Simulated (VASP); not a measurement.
```
CELL_PARAMETERS angstrom
      0.00000     2.97000     2.97000
      2.97000     0.00000     2.97000
      2.97000     2.97000     0.00000
ATOMIC_POSITIONS crystal
  Pb 0.00000 0.00000 0.00000
  S  0.50000 0.50000 0.50000
```

The numbers are results of PBEsol GGA, VASP's PBE PAW potentials (set 64) (plane waves; VASP), not measurements. Run with 300 eV cut-off, 5×5×5 Γ-centred mesh, Fermi-Dirac smearing of 0.050 eV, potentials Pb_d S.

At this cut-off the stress carries a Pulay error, which pulls relaxed volumes low.

Problem. Give the stress tensor in GPa (positive for a compressed cell).

Solution. 
```
-1.82   0.00   0.00
 0.00  -1.82   0.00
 0.00   0.00  -1.82
```
The pressure is its mean diagonal, -1.82 GPa.

The structure is a typed PbS crystal. The cell was not relaxed at this level.
